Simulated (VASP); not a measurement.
# Y3RhAu (Pm-3m) in VASP: single point with PBE

Aim: the single point of Y3RhAu with PBE.

Everything below comes from runs of VASP 6.6.1. Logs are shortened: lines on timing, memory, paths and dates and some standing lists are left out, and cuts for length are marked.

### 1 The cell of the first run

Symmetry: Pm-3m, No. 221, cubic system. Conventional cell: a = 5.114 Å, b = 5.114 Å, c = 5.114 Å, α = 90.00°, β = 90.00°, γ = 90.00°. Around Y (site symmetry 4/mmm) lie 2 Au at 2.56 Å. Rh (site symmetry m-3m) has 12 Y at 3.62 Å as nearest neighbours. Au (site symmetry m-3m) is surrounded by 6 Y at 2.56 Å.

The cell was built by a generator and needn't be a form met in nature.

### 2 Single point, PBE (species swapped into the Ca3SbP type (Pm-3m, No. 221))

Input file INCAR:

```
ALGO = Normal ; EDIFF = 1E-7
ENCUT = 520 ; GGA = PE
ISIF = 2 ; ISMEAR = 0
LASPH = T ; LCHARG = F
LREAL = F ; LWAVE = F
NBANDS = 38 ; NELM = 100
PREC = Accurate ; SIGMA = 0.1
```

Input file KPOINTS:

```
k-points
0
Gamma
  4 4 4
```

Input file POSCAR:

```
Y3RhAu
1.0
    5.1138083600      0.0000000000      0.0000000000
    0.0000000000      5.1138083600      0.0000000000
    0.0000000000      0.0000000000      5.1138083600
Y Rh Au
3 1 1
Direct
    0.0000000000      0.5000000000      0.5000000000
    0.5000000000      0.0000000000      0.5000000000
    0.5000000000      0.5000000000      0.0000000000
    0.0000000000      0.0000000000      0.0000000000
    0.5000000000      0.5000000000      0.5000000000
```

Potentials or basis: VASP PAW PBE potentials, release 64 (Y_sv, Rh_pv, Au).

Run with:

```console
$ cat potpaw_PBE.64/Y_sv/POTCAR potpaw_PBE.64/Rh_pv/POTCAR potpaw_PBE.64/Au/POTCAR > POTCAR
$ mpirun -np 1 vasp_std > vasp.out
```

OUTCAR:

```text
EDIFF = 1E-7
   ENCUT = 520
   GGA = PE
   ISIF = 2
   ISMEAR = 0
   LASPH = T
   LREAL = F
   NELM = 100
   PREC = Accurate

 ion  position               nearest neighbor table
   1  0.000  0.500  0.500-   5 2.56   5 2.56   4 3.62   2 3.62   3 3.62   4 3.62   2 3.62   4 3.62
                             4 3.62   2 3.62   3 3.62   3 3.62   3 3.62   2 3.62
   2  0.500  0.000  0.500-   5 2.56   5 2.56   4 3.62   1 3.62   3 3.62   4 3.62   1 3.62   3 3.62
                             3 3.62   3 3.62   1 3.62   4 3.62   4 3.62   1 3.62
   3  0.500  0.500  0.000-   5 2.56   5 2.56   4 3.62   1 3.62   1 3.62   2 3.62   2 3.62   2 3.62
                             4 3.62   2 3.62   1 3.62   4 3.62   1 3.62   4 3.62
   4  0.000  0.000  0.000-   1 3.62   2 3.62   3 3.62   1 3.62   2 3.62   1 3.62   3 3.62   1 3.62
                             2 3.62   3 3.62   2 3.62   3 3.62
   5  0.500  0.500  0.500-   1 2.56   2 2.56   3 2.56   3 2.56   2 2.56   1 2.56

  LATTYP: Found a simple cubic cell.
 ALAT       =     5.1138083600

  Lattice vectors:

 A1 = (   5.1138083600,   0.0000000000,   0.0000000000)
 A2 = (   0.0000000000,   5.1138083600,   0.0000000000)
 A3 = (   0.0000000000,   0.0000000000,   5.1138083600)

Analysis of symmetry for initial positions (statically):
=====================================================================
 Subroutine PRICEL returns:
 Original cell was already a primitive cell.

 Routine SETGRP: Setting up the symmetry group for a
 simple cubic supercell.

 Subroutine GETGRP returns: Found 48 space group operations
 (whereof 48 operations were pure point group operations)
 out of a pool of 48 trial point group operations.

The static configuration has the point symmetry O_h .

Analysis of symmetry for dynamics (positions and initial velocities):
=====================================================================
 Subroutine PRICEL returns:
 Original cell was already a primitive cell.

 Routine SETGRP: Setting up the symmetry group for a
 simple cubic supercell.

 Subroutine GETGRP returns: Found 48 space group operations
 (whereof 48 operations were pure point group operations)
 out of a pool of 48 trial point group operations.

The dynamic configuration has the point symmetry O_h .

 Subroutine INISYM returns: Found 48 space group operations
 (whereof 48 operations are pure point group operations),
 and found     1 'primitive' translations

----------------------------------------------------------------------------------------

                                     Primitive cell

  volume of cell :     133.7314

  direct lattice vectors                    reciprocal lattice vectors
     5.113808360  0.000000000  0.000000000     0.195548978  0.000000000  0.000000000
     0.000000000  5.113808360  0.000000000     0.000000000  0.195548978  0.000000000
     0.000000000  0.000000000  5.113808360     0.000000000  0.000000000  0.195548978

  length of vectors
     5.113808360  5.113808360  5.113808360     0.195548978  0.195548978  0.195548978

  position of ions in fractional coordinates (direct lattice)
     0.000000000  0.500000000  0.500000000
     0.500000000  0.000000000  0.500000000
     0.500000000  0.500000000  0.000000000
     0.000000000  0.000000000  0.000000000
     0.500000000  0.500000000  0.500000000

  ion indices of the primitive-cell ions
   primitive index   ion index
                 1           1
                 2           2
                 3           3
                 4           4
                 5           5

----------------------------------------------------------------------------------------

 KPOINTS: k-points

Automatic generation of k-mesh.
 Grid dimensions read from file:
 generate k-points for:    4    4    4

 Generating k-lattice:

  Cartesian coordinates                     Fractional coordinates (reciprocal lattice)
     0.048887245  0.000000000  0.000000000     0.250000000  0.000000000  0.000000000
     0.000000000  0.048887245  0.000000000     0.000000000  0.250000000  0.000000000
     0.000000000  0.000000000  0.048887245     0.000000000  0.000000000  0.250000000

  Length of vectors
     0.048887245  0.048887245  0.048887245

  Shift w.r.t. Gamma in fractional coordinates (k-lattice)
     0.000000000  0.000000000  0.000000000

 Subroutine IBZKPT returns following result:
 ===========================================

 Found     10 irreducible k-points:

 Following reciprocal coordinates:
            Coordinates               Weight
  0.000000  0.000000  0.000000      1.000000
  0.250000  0.000000  0.000000      6.000000
  0.500000  0.000000  0.000000      3.000000
  0.250000  0.250000  0.000000     12.000000
  0.500000  0.250000  0.000000     12.000000
  0.500000  0.500000  0.000000      3.000000
  0.250000  0.250000  0.250000      8.000000
  0.500000  0.250000  0.250000     12.000000
  0.500000  0.500000  0.250000      6.000000
  0.500000  0.500000  0.500000      1.000000
   k-points           NKPTS =     10   k-points in BZ     NKDIM =     10   number of bands    NBANDS=     38
   number of dos      NEDOS =    301   number of ions     NIONS =      5
   total plane-waves  NPLWV =  64000
   dimension x,y,z NGX =    40 NGY =   40 NGZ =   40
   dimension x,y,z NGXF=    80 NGYF=   80 NGZF=   80
   ions per type =               3   1   1
   NGX,Y,Z   is equivalent  to a cutoff of  13.00, 13.00, 13.00 a.u.
   NGXF,Y,Z  is equivalent  to a cutoff of  26.01, 26.01, 26.01 a.u.
 SYSTEM =  unknown system
   PREC   = accura    normal or accurate (medium, high low for compatibility)
   ISTART =      0    job   : 0-new  1-cont  2-samecut
   ICHARG =      2    charge: 1-file 2-atom 10-const
   ISPIN  =      1    spin polarized calculation?
   LNONCOLLINEAR =      F non collinear calculations
   LSORBIT =      F    spin-orbit coupling
   LASPH  =      T    aspherical Exc in radial PAW
   ENCUT  =  520.0 eV  38.22 Ry    6.18 a.u.   9.51  9.51  9.51*2*pi/ulx,y,z
   NELM   =    100;   NELMIN=  2; NELMDL= -5     # of ELM steps
   EDIFF  = 0.1E-06   stopping-criterion for ELM
   LREAL  =      F    real-space projection
   EDIFFG = 0.1E-05   stopping-criterion for IOM
   NSW    =      0    number of steps for IOM
   IBRION =     -1    ionic relax: 0-MD 1-quasi-New 2-CG
   NFREE  =      0    steps in history (QN), initial steepest desc. (CG)
   ISIF   =      2    stress and relaxation
   ISYM   =      2    0-nonsym 1-usesym 2-fastsym
   POTIM  = 0.5000    time-step for ionic-motion
   TEBEG  =    0.0;   TEEND  =   0.0 temperature during run
   PSTRESS=    0.0 pullay stress
   NELECT =      59.0000    total number of electrons
   NUPDOWN=      -1.0000    fix difference up-down
   EMIN   =  10.00;   EMAX   =-10.00  energy-range for DOS
   EFERMI =   0.00;   METHOD = LEGACY
   ISMEAR =     0;   SIGMA  =   0.10  broadening in eV -4-tet -1-fermi 0-gaus
   EFERMI_NEDOS =   21; number of points for ismear=-14 and -15
   IALGO  =     38    algorithm
   IMIX   =      4    mixing-type and parameters
     AMIX     =   0.40;   BMIX     =  1.00
     AMIX_MAG =   1.60;   BMIX_MAG =  1.00
  volume/ion in A,a.u.               =      26.75       180.49
  Fermi-wavevector in a.u.,A,eV,Ry     =   1.246276  2.355121 21.132637  1.553205
  Thomas-Fermi vector in A             =   2.380461
   LORBIT       =      0    0 simple, 1 ext, 2 COOP (PROOUT), +10 PAW based schemes
   GGA     = PE    functional components
   LHFCALC =     F    Hartree Fock is set to
   AEXX    =    0.0000 exact exchange contribution
   IVDW    =     0    specifies the selected vdW correction
   LEPSILON=     F    determine dielectric tensor
   LRPA    =     F    only Hartree local field effects (RPA)
 non-spin polarized calculation
 Gauss-broadening in eV      SIGMA  =   0.10
  energy-cutoff  :      520.00
  volume of cell :      133.73
 maximum number of plane-waves:      3695
 NGX is ok and might be reduce to    40
   NGX = 19   NGY = 19   NGZ = 19

 number of electron      59.0000006 magnetization

 Free energy of the ion-electron system (eV)
  ---------------------------------------------------
  ext. energy  EPLUGINS =         0.00000000
  ---------------------------------------------------
  free energy    TOTEN  =       -27.96638491 eV

  energy without entropy =      -27.93856852  energy(sigma->0) =      -27.95247672

 E-fermi :   4.6215     XC(G=0): -10.0781

 val. band max:        4.5886782929   @ k =   0.5000   0.2500   0.2500
 cond. band min:       4.6572484307   @ k =   0.5000   0.5000   0.0000
 fundamental gap:      0.0685701379
 Fermi energy:         4.6215115507

 k-point     1 :       0.0000    0.0000    0.0000
  band No.  band energies     occupation
      1     -40.4831      2.00000
      2     -40.4831      2.00000
      3     -40.4831      2.00000
      4     -38.3812      2.00000
      5     -38.3209      2.00000
      6     -38.3209      2.00000
[... 30 lines left out ...]
     37       7.9678      0.00000
     38       7.9678      0.00000

 k-point     2 :       0.2500    0.0000    0.0000
  band No.  band energies     occupation
      1     -40.4832      2.00000
      2     -40.4831      2.00000
      3     -40.4831      2.00000
      4     -38.3723      2.00000
      5     -38.3252      2.00000
      6     -38.3209      2.00000
[... 30 lines left out ...]
     37       7.7065      0.00000
     38       7.9233      0.00000

 k-point     3 :       0.5000    0.0000    0.0000
  band No.  band energies     occupation
      1     -40.4833      2.00000
      2     -40.4831      2.00000
      3     -40.4831      2.00000
      4     -38.3610      2.00000
      5     -38.3320      2.00000
      6     -38.3208      2.00000
[... 30 lines left out ...]
     37       7.2743      0.00000
[... 207 lines left out ...]
 k-point     9 :       0.5000    0.5000    0.2500
  band No.  band energies     occupation
      1     -40.4832      2.00000
      2     -40.4832      2.00000
      3     -40.4831      2.00000
      4     -38.3363      2.00000
      5     -38.3318      2.00000
      6     -38.3318      2.00000
[... 30 lines left out ...]
     37       7.2274      0.00000
     38       7.2274      0.00000

 k-point    10 :       0.5000    0.5000    0.5000
  band No.  band energies     occupation
      1     -40.4832      2.00000
      2     -40.4832      2.00000
      3     -40.4832      2.00000
      4     -38.3317      2.00000
      5     -38.3317      2.00000
      6     -38.3317      2.00000
[... 30 lines left out ...]
     37       6.9331      0.00000
     38       6.9331      0.00000

------------------------ aborting loop because EDIFF is reached ----------------------------------------

  FORCE on cell =-STRESS in cart. coord.  units (eV):
  Direction    XX          YY          ZZ          XY          YZ          ZX
  --------------------------------------------------------------------------------------
  -------------------------------------------------------------------------------------
  Total       10.4137166     10.4137166     10.4137166      0.0000000      0.0000000     -0.0000000
  in kB      124.7621902    124.7621902    124.7621902      0.0000000      0.0000000     -0.0000000
  external PRESSURE =     124.7621902 kB  Pullay stress =       0.0000000 kB

 VOLUME and BASIS-vectors are now :
 -----------------------------------------------------------------------------
  energy-cutoff  :      520.00
  volume of cell :      133.73
      direct lattice vectors                 reciprocal lattice vectors
     5.113808360  0.000000000  0.000000000     0.195548978  0.000000000  0.000000000
     0.000000000  5.113808360  0.000000000     0.000000000  0.195548978  0.000000000
     0.000000000  0.000000000  5.113808360     0.000000000  0.000000000  0.195548978

 POSITION                                       TOTAL-FORCE (eV/Angst)
 -----------------------------------------------------------------------------------
      0.00000      2.55690      2.55690         0.000000      0.000000      0.000000
      2.55690      0.00000      2.55690         0.000000      0.000000      0.000000
      2.55690      2.55690      0.00000         0.000000      0.000000      0.000000
      0.00000      0.00000      0.00000         0.000000      0.000000      0.000000
      2.55690      2.55690      2.55690         0.000000      0.000000      0.000000
 -----------------------------------------------------------------------------------
    total drift:                               -0.000000     -0.000000     -0.000000

  FREE ENERGIE OF THE ION-ELECTRON SYSTEM (eV)
  ---------------------------------------------------
  free  energy   TOTEN  =       -27.9663849109 eV

  energy  without entropy=      -27.9385685205  energy(sigma->0) =      -27.95247672
```

It took 41 s on 1 thread of Intel Xeon 6975P-C (Granite Rapids), shared host; peak memory 0.27 GiB.

Results:

| Property | Result |
| --- | --- |
| Free energy | -27.9664 eV |
| Pressure | 12.5 GPa |
| Band gap on the k mesh | none (metal or under the smearing width) |

Spin-orbit coupling is left out, which matters for the levels of Au.
